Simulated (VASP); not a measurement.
Input:

```
Li2S
1.0
    0.00000     2.79090     2.79090
    2.79090     0.00000     2.79090
    2.79090     2.79090     0.00000
Li S
2 1
Direct
  0.25000   0.25000   0.25000
  0.75000   0.75000   0.75000
  0.00000   0.00000   0.00000
```

These are PBE GGA with D4 dispersion, VASP's PBE PAW potentials (set 64) (plane waves; VASP 6.6.1) values and carry that method's errors. Numerical set-up: 520 eV cut-off, 7×7×7 Γ-centred mesh, Gaussian smearing of 0.050 eV, potentials Li_sv S.

Question: Predict the energy per atom (σ→0), pressure.

Answer: 
```
Item                            Value
---------------------  --------------
energy per atom (σ→0)  -4.107 eV/atom
pressure                     1.42 GPa
```

The absolute energy has meaning only against runs of the same code, potentials and settings.

The compound is Li2S in the antifluorite structure. This cell is one point of a volume scan, at 0.97 of the reference volume.
